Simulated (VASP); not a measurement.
All values below come from PBEsol GGA, VASP's PBE PAW potentials (set 64) (plane waves; VASP).

Input for VASP

### KPOINTS
```
Automatic mesh
0
Gamma
10 7 1
0 0 0
```

**INCAR**
```
PREC=Normal
LASPH=.TRUE.   # aspherical one-centre terms
NELMIN=4
LVHAR=.TRUE.
NELM=100   # most electronic steps
ISMEAR=1
SIGMA=0.1
DIPOL=0.5 0.5 0.5
GGA=PS
IDIPOL=3
ALGO=Normal
LDIPOL=.TRUE.
LORBIT=11
SYSTEM=NiAl(110) slab
ENCUT=400
LWAVE=.FALSE.
LCHARG=.FALSE.
LMAXMIX=4   # l cut-off of mixed one-centre charges
LREAL=.FALSE.   # projection in real space or not
EDIFF=1E-6   # SCF stop (eV)
```

POSCAR:
```
NiAl(110) slab
24.9940310
  0.1146020785   0.0000000000   0.0000000000
  0.0000000000   0.1620718059   0.0000000000
  0.0000000000   0.0000000000   1.0000000109
Al Ni
5 5
Cartesian
  0.0573010392   0.0000000000   0.3349247745
  0.0573010392   0.0810359029   0.4185635700
  0.0573010392   0.0000000000   0.5000000055
  0.0573010392   0.0810359029   0.5814364410
  0.0573010392   0.0000000000   0.6650752365
  0.0000000000   0.0810359029   0.3420581266
  0.0000000000   0.0000000000   0.4199727309
  0.0000000000   0.0810359029   0.5000000055
  0.0000000000   0.0000000000   0.5800272800
  0.0000000000   0.0810359029   0.6579418843
```

POTCAR, in this order: Al Ni (PBE.64 set). Program: vasp_std. Read from the step before: WAVECAR.

The resulting files:

**OSZICAR**
```
       N       E                     dE             d eps       ncg     rms          rms(c)
DAV:   1    -0.552911727543E+02   -0.55291E+02   -0.30049E-05  2420   0.146E-01    0.287E-02
DAV:   2    -0.552912762264E+02   -0.10347E-03   -0.47986E-04  2789   0.591E-01    0.109E-01
DAV:   3    -0.552911623716E+02    0.11385E-03   -0.30817E-04  2917   0.486E-01    0.135E-02
DAV:   4    -0.552911645489E+02   -0.21773E-05   -0.19923E-05  2694   0.679E-02    0.409E-03
DAV:   5    -0.552911644912E+02    0.57799E-07   -0.13835E-06  1122   0.211E-02
   1 F= -.55291164E+02 E0= -.55290467E+02  d E =-.209103E-02
```

OUTCAR:
```
------------------------ aborting loop because EDIFF is reached ----------------------------------------
  FORCE on cell =-STRESS in cart. coord.  units (eV):
  Direction    XX          YY          ZZ          XY          YZ          ZX
  --------------------------------------------------------------------------------------
  Total       -5.0794047     -4.8368208     -0.4261292     -0.0000000      0.0000000      0.0000000
  in kB      -28.0617349    -26.7215534     -2.3541980     -0.0000000      0.0000000      0.0000000
  external PRESSURE =     -19.0458288 kB  Pullay stress =       0.0000000 kB
  volume of cell :      290.01
      direct lattice vectors                 reciprocal lattice vectors
     2.864367902  0.000000000  0.000000000     0.349117165  0.000000000  0.000000000
     0.000000000  4.050827740  0.000000000     0.000000000  0.246863126  0.000000000
     0.000000000  0.000000000 24.994031273     0.000000000  0.000000000  0.040009552
 POSITION                                       TOTAL-FORCE (eV/Angst)
 -----------------------------------------------------------------------------------
      1.43218      0.00000      8.37112         0.000000     -0.000000      0.023454
      1.43218      2.02541     10.46159         0.000000      0.000000      0.024135
      1.43218      0.00000     12.49702         0.000000     -0.000000      0.000000
      1.43218      2.02541     14.53244         0.000000      0.000000     -0.024135
      1.43218      0.00000     16.62291         0.000000     -0.000000     -0.023454
      0.00000      2.02541      8.54941         0.000000     -0.000000     -0.009463
      0.00000      0.00000     10.49681         0.000000     -0.000000      0.001329
      0.00000      2.02541     12.49702         0.000000     -0.000000      0.000000
      0.00000      0.00000     14.49722         0.000000     -0.000000     -0.001329
      0.00000      2.02541     16.44462         0.000000     -0.000000      0.009463
 -----------------------------------------------------------------------------------
    total drift:                                0.000000     -0.000000      0.000000
  FREE ENERGIE OF THE ION-ELECTRON SYSTEM (eV)
  ---------------------------------------------------
  free  energy   TOTEN  =       -55.2911644912 eV

  energy  without entropy=      -55.2890734570  energy(sigma->0) =      -55.29046748

 total charge

# of ion       s       p       d       tot
------------------------------------------
    1        0.413   0.361   0.000   0.774
    2        0.391   0.424   0.000   0.815
    3        0.388   0.424   0.000   0.812
    4        0.391   0.424   0.000   0.815
    5        0.413   0.361   0.000   0.774
    6        0.478   0.448   8.440   9.366
    7        0.489   0.520   8.472   9.480
    8        0.484   0.528   8.484   9.496
    9        0.489   0.520   8.472   9.480
   10        0.478   0.448   8.440   9.366
--------------------------------------------------
tot          4.415   4.456  42.308  51.179
```
(Selected blocks of OUTCAR.)

The cell is a thin slab with vacuum, built from NiAl (CsCl type): (110) face. The run is not spin-polarised, so no magnetic state was tried.
